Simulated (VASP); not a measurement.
```xyz
8
Lattice="0.0000 2.8838 2.8838 2.8838 0.0000 2.8838 11.7375 11.7375 -0.2025" Properties=species:S:1:pos:R:3 pbc="T T T"
Mg    11.6948    11.6948    -0.1598
Te     1.6591     1.6591     1.2246
Te     4.4603     4.4603     1.3073
Te     7.2737     7.2737     1.3776
Te    10.0854    10.0854     1.4496
Be     5.9402     5.9402     5.5949
Be     5.8634     5.8634    -0.0959
Be     8.6751     8.6751    -0.0239
```

Level of theory: PBEsol GGA, VASP's PBE PAW potentials (set 64) (plane waves; VASP). Numerical set-up: 400 eV cut-off, 7×7×2 Γ-centred mesh, tetrahedra with Blöchl corrections, potentials Mg Te Be.

Question: What does the run give for the energy per atom (σ→0)?

Answer: 
```yaml
energy per atom (σ→0): -3.883 eV/atom
```

Total energies compare only between runs with the same potentials, cut-off and functional.

The structure was generated: Be3MgTe4 was put into an ordered model structure (R3m), which need not be its known phase. It was relaxed first.
